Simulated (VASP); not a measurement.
A run of VASP 6.6.1 is set up as follows.

Contents of INCAR:

```
PREC     = Accurate       # precision mode
ENCUT    = 520            # plane-wave cutoff, eV
EDIFF    = 1E-7           # SCF threshold, eV
ISMEAR   = -1             # smearing method
SIGMA    = 0.05           # smearing width, eV
LREAL    = False          # projectors in reciprocal space
LASPH    = True           # aspherical terms in the spheres
NELM     = 100            # most SCF steps
ALGO     = Normal         # electronic algorithm
ISIF     = 2              # what is computed and relaxed
LWAVE    = False          # write WAVECAR
LCHARG   = False          # write CHGCAR
ISPIN    = 2              # spin polarisation
MAGMOM   = 1 2 0 0 0 0    # initial moments
LORBIT   = 11             # projections on sites
LMAXMIX  = 4              # l up to which the mixer works
GGA      = PE             # functional
NBANDS   = 30             # bands
```

File KPOINTS:

```
Automatic mesh
0
Gamma
  11 11 4
```

POSCAR

```
VB4Os
1.0
    2.8774873876      0.0000000000      0.0000000000
   -1.4387436938      2.4919771768      0.0000000000
    0.0000000000      0.0000000000      7.4537050000
Os V B
1 1 4
Direct
    0.3333333333      0.6666666667      0.5000000000
    0.0000000000      0.0000000000      0.0000000000
    0.0000000000      0.0000000000      0.2905160000
    0.3333333333      0.6666666667      0.2030770000
    0.3333333333      0.6666666667      0.7969230000
    0.0000000000      0.0000000000      0.7094840000
```

Potentials or basis: VASP PAW PBE potentials, release 64 (Os, V_sv, B).

The run is started by

```sh
$ cat potpaw_PBE.64/Os/POTCAR potpaw_PBE.64/V_sv/POTCAR potpaw_PBE.64/B/POTCAR > POTCAR
$ mpirun -np 1 vasp_std > vasp.out
```

Predict the net moment.

0.00 μB per cell.

Estimate the largest force.

0.060 eV/Å.

Forces on the atoms (eV/Å):
```
Os   0.000  0.000  0.000
V    0.000  0.000  0.000
B    0.000  0.000  0.060
B    0.000  0.000 -0.013
B    0.000  0.000  0.013
B    0.000  0.000 -0.060
```

The run has no spin-orbit coupling, so splittings on Os are missing.
